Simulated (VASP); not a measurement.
The system is Bi3SbO3.

```
CELL_PARAMETERS angstrom
3.93000 0.00000 0.00000
0.00000 3.93000 0.00000
0.00000 0.00000 9.49300
ATOMIC_POSITIONS crystal
Sb 0.00000 0.00000 0.37227
Bi 0.50000 0.50000 0.12746
Bi 0.00000 0.00000 0.86169
Bi 0.50000 0.50000 0.53555
O 0.00000 0.50000 0.99968
O 0.50000 0.00000 0.99968
O 0.50000 0.50000 0.76383
```

The cell was built by a generator and needn't be a form met in nature.

- Program: VASP 6.6.1
- Task: relaxation of cell and atoms
- Functional: PBE
- Potentials or basis: VASP PAW PBE potentials, release 64 (Sb, Bi_d, O)
- Cutoff: 520 eV
- k mesh: 8 × 8 × 4
- Occupations: gaussian, width 0.1 eV
- Spin: no spin polarisation

At the start: pressure -0.0 GPa; volume 20.95 Å³/atom.

Problem. Where does the relaxation end?

Solution. Over 17 steps the energy falls by 2.5 meV/atom and the volume is 20.88 Å³/atom (-0.3 %); space group P4mm (No. 99, to 0.05 Å).

The path:
| step | energy change (eV) | largest force (eV/Å) | pressure (GPa) | volume (Å³) |
| --- | --- | --- | --- | --- |
| 1 | 0.0000 | 0.1890 | -0.04 | 146.62 |
| 2 | -0.0071 | 0.1432 | -0.15 | 146.49 |
| 3 | -0.0114 | 0.2073 | -0.30 | 146.31 |
| 4 | -0.0152 | 0.0961 | 0.16 | 145.61 |
| 5 | -0.0154 | 0.0864 | 0.29 | 145.39 |
| 6 | -0.0165 | 0.0666 | 0.08 | 145.81 |
| 7 | -0.0166 | 0.0873 | 0.00 | 145.96 |
| 8 | -0.0170 | 0.0471 | -0.02 | 146.06 |
| 9 | -0.0171 | 0.0271 | -0.04 | 146.19 |
| 10 | -0.0173 | 0.0340 | 0.01 | 146.11 |
| 11 | -0.0173 | 0.0559 | 0.09 | 146.01 |
| 12 | -0.0173 | 0.0527 | 0.10 | 146.01 |
| 13 | -0.0174 | 0.0424 | 0.07 | 146.04 |
| 14 | -0.0175 | 0.0303 | 0.03 | 146.08 |
| 15 | -0.0175 | 0.0312 | 0.03 | 146.08 |
| 16 | -0.0175 | 0.0161 | 0.01 | 146.11 |
| 17 | -0.0176 | 0.0097 | -0.02 | 146.14 |

Final structure:
```cif
data_structure
_symmetry_space_group_name_H-M 'P 1'
_symmetry_Int_Tables_number 1
_cell_length_a 3.8925
_cell_length_b 3.8925
_cell_length_c 9.6453
_cell_angle_alpha 90.000
_cell_angle_beta 90.000
_cell_angle_gamma 90.000
_cell_volume 146.14
loop_
_atom_site_label
_atom_site_type_symbol
_atom_site_fract_x
_atom_site_fract_y
_atom_site_fract_z
_atom_site_occupancy
Sb1 Sb 0.00000 0.00000 0.36683 1
Bi1 Bi 0.50000 0.50000 0.13074 1
Bi2 Bi 0.00000 0.00000 0.86354 1
Bi3 Bi 0.50000 0.50000 0.53659 1
O1 O 0.00000 0.50000 0.00037 1
O2 O 0.50000 0.00000 0.00037 1
O3 O 0.50000 0.50000 0.76175 1
```
